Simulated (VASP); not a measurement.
Here is a VASP 6.6.1 calculation.

File INCAR:

```
PREC     = Accurate       # precision mode
ENCUT    = 450            # plane-wave cutoff, eV
EDIFF    = 1E-5           # SCF threshold, eV
ISMEAR   = 0              # smearing method
SIGMA    = 0.03           # smearing width, eV
LREAL    = Auto         
LASPH    = True           # aspherical terms in the spheres
NELM     = 120            # most SCF steps
ALGO     = Normal         # electronic algorithm
ISIF     = 2              # what is computed and relaxed
LWAVE    = False          # write WAVECAR
LCHARG   = False          # write CHGCAR
ISPIN    = 2              # spin polarisation
MAGMOM   = 0 0 0 0 0 0 0 0 0 0 0 0 0 0 0 0 0 0 0 0 0 0 0 0 # initial moments
LORBIT   = 11             # projections on sites
NUPDOWN  = 0              # fixed moment
LMAXMIX  = 4              # l up to which the mixer works
LDAU     = True           # DFT+U
LDAUTYPE = 2            
LDAUL    = 2 -1           # shell
LDAUU    = 6 0            # U, eV
LDAUJ    = 0 0          
LDAUPRINT= 1            
GGA      = PS             # functional
ISYM     = 0            
KPAR     = 4
```

The input KPOINTS:

```
Automatic mesh
0
Gamma
  3 4 4
```

The input POSCAR:

```
FeC23                                   
1.0
    0.0000000000      5.3503200000      5.3503200000
    3.5668800000      0.0000000000      3.5668800000
    3.5668800000      3.5668800000      0.0000000000
  Fe              C             
     1    23
Direct
     0.9976799827112106    0.0018150122317647    0.0006278119634721
     0.0002424015551057    0.0013521445096941    0.4982912493461959
     0.0002584200095290    0.5003539995832463    0.9992499588396199
     0.0003480568729515    0.5004321882857481    0.4988139179314873
     0.3332053582132158    0.0031523198981733    0.0011935760981219
     0.3375356787609389    0.0005430901148272    0.4927581587688158
     0.3375527867663108    0.4946544343801902    0.9985602862113313
     0.3320030069632701    0.5019853268424929    0.4999916782955154
     0.6660364380699787    0.0002501013464232    0.9980328402731031
     0.6606033630469329    0.0033232120581943    0.5049242415688047
     0.6606644248979497    0.5069485518228730    0.0012341541197640
     0.6668025078135161    0.5010354087739465    0.4987606456570990
     0.0919720365225041    0.1371808671207949    0.1351425724275252
     0.0936049013369549    0.1355345961084944    0.5885291019936231
     0.0936906833560122    0.5898248198624712    0.1339667923318538
     0.0838527298950512    0.6258592993036052    0.6238070365459951
     0.4235333121688875    0.1208223009564642    0.1188241135893094
     0.4128696724539608    0.1271835908674726    0.6289685680403767
     0.4128951795211047    0.6309389212066765    0.1251842088671813
     0.4172828066652935    0.6252699530248029    0.6231837508890448
     0.7188012310774585    0.1423904953621082    0.1403489019878222
     0.7500882273802174    0.1272202416832256    0.6233389754590769
     0.7501746713840461    0.6255420467758674    0.1249180004792755
     0.7482371225575795    0.6266980778804413    0.6246544583155873
```

Potentials or basis: VASP PAW PBE potentials, release 64 (Fe, C).

Run with:

```console
$ cat potpaw_PBE.64/Fe/POTCAR potpaw_PBE.64/C/POTCAR > POTCAR
$ mpirun -np 4 vasp_std > vasp.out
```

Q: Predict the largest force.

A: 0.322 eV/Å.

Forces on the atoms (eV/Å):
```
Fe  -0.022  0.043  0.068
C    0.011  0.005 -0.005
C    0.007  0.001 -0.003
C    0.001 -0.004  0.009
C    0.012 -0.030 -0.024
C    0.021 -0.011 -0.030
C    0.024 -0.025 -0.001
C   -0.002 -0.003  0.003
C   -0.004  0.033  0.026
C   -0.033 -0.004  0.032
C   -0.030  0.024 -0.007
C   -0.022  0.009 -0.004
C   -0.190 -0.180 -0.187
C    0.169  0.173 -0.161
C    0.178 -0.172  0.188
C   -0.004  0.007  0.000
C   -0.002 -0.011 -0.017
C    0.001  0.009 -0.009
C    0.000 -0.008  0.005
C    0.006  0.002 -0.005
C   -0.146  0.143  0.144
C    0.009  0.004 -0.003
C    0.020 -0.003 -0.016
C   -0.007  0.000 -0.003
```

Caveat: the k mesh is coarse (spacing up to 0.38 Å⁻¹), so the values aren't converged; the PAW data sets were made with another functional, which shifts forces and pressure a little; the total moment is fixed, so each spin has its own Fermi level; the U is typed as a test and isn't derived for this compound. The state reached can hang on the start; a lower one may exist.
